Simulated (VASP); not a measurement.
```xyz
4
Lattice="1.5980 -2.7679 0.0000 1.5980 2.7679 0.0000 0.0000 0.0000 5.1655" Properties=species:S:1:pos:R:3 pbc="T T T"
Zn     1.5980    -0.9226     2.5920
Zn     1.5980     0.9226     0.0093
O      1.5980    -0.9226     4.5467
O      1.5980     0.9226     1.9639
```

These are LDA (Ceperley-Alder, Perdew-Zunger) with spin-orbit coupling, VASP's LDA PAW potentials (set 64) (plane waves; VASP) values and carry that method's errors. Run with 520 eV cut-off, 7×7×4 Γ-centred mesh, Gaussian smearing of 0.050 eV, potentials Zn O.

Q: Estimate the energy per atom (σ→0), band gap (over mesh and band path) with the smallest direct gap where there is one.

A: 
band gap (over mesh and band path): 0.78 eV
smallest direct gap (over mesh and band path): 0.78 eV
energy per atom (σ→0): -5.292 eV/atom

Total energies compare only between runs with the same potentials, cut-off and functional.

The compound is ZnO in the wurtzite structure. It was relaxed first.
